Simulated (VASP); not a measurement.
An input for Quantum ESPRESSO's pw.x (written as the equivalent of a VASP run, and not itself run):

```
&CONTROL
  calculation = 'scf'
  pseudo_dir = './pseudo'
  outdir = './out'
  tprnfor = .true.
  tstress = .true.
/
&SYSTEM
  ibrav = 0
  nat = 1
  ntyp = 1
  ecutwfc = 74
  occupations = 'smearing'
  smearing = 'methfessel-paxton'
  degauss = 0.00735
  input_dft = 'pbe'
/
&ELECTRONS
  conv_thr = 7.3e-08
  electron_maxstep = 100
/
ATOMIC_SPECIES
  K 39.098 K.upf
CELL_PARAMETERS angstrom
    -2.6928000    2.6928000    2.6928000
     2.6928000   -2.6928000    2.6928000
     2.6928000    2.6928000   -2.6928000
ATOMIC_POSITIONS crystal
  K    0.0000000  0.0000000  0.0000000
K_POINTS automatic
  11 11 11 0 0 0
```

**Question.** Translate this input to VASP (INCAR, KPOINTS, POSCAR, choice of POTCAR).

**Answer.** One answer among several that fit: 
KPOINTS:
```
Automatic mesh
0
Gamma
11 11 11
0 0 0
```

**INCAR**
```
! general
SYSTEM  =  K
PREC    =  Accurate
ENCUT   =  400
LREAL   =  .FALSE.
LASPH   =  .TRUE.

! electronic loop
EDIFF   =  1E-6
NELM    =  100
ALGO    =  Normal

! smearing
ISMEAR  =  1
SIGMA   =  0.1

! functional
GGA     =  PE

! ions
ISIF    =  2

! output
LWAVE   =  .FALSE.
LCHARG  =  .FALSE.
```

File POSCAR:
```
K
4.6640660
 -0.5773503205   0.5773503205   0.5773503205
  0.5773503205  -0.5773503205   0.5773503205
  0.5773503205   0.5773503205  -0.5773503205
K
1
Cart
  0.0000000000   0.0000000000   0.0000000000
```

POTCAR, in this order: K_sv (PBE.64 set). Program: vasp_std.

The two are equivalent in intent, not identical: the potentials are each code's own (VASP's PAW set, PseudoDojo norm-conserving files in pw.x), so ENCUT and ecutwfc are chosen apart and not converted; conv_thr bounds pw.x's estimated SCF error, while EDIFF bounds the energy change between steps.

The compound is K in the bcc structure. The cell was not relaxed at this level. The run is one of a series of settings (KPOINTS 11×11×11 Γ-centred mesh against the base run), some of them coarse on purpose.
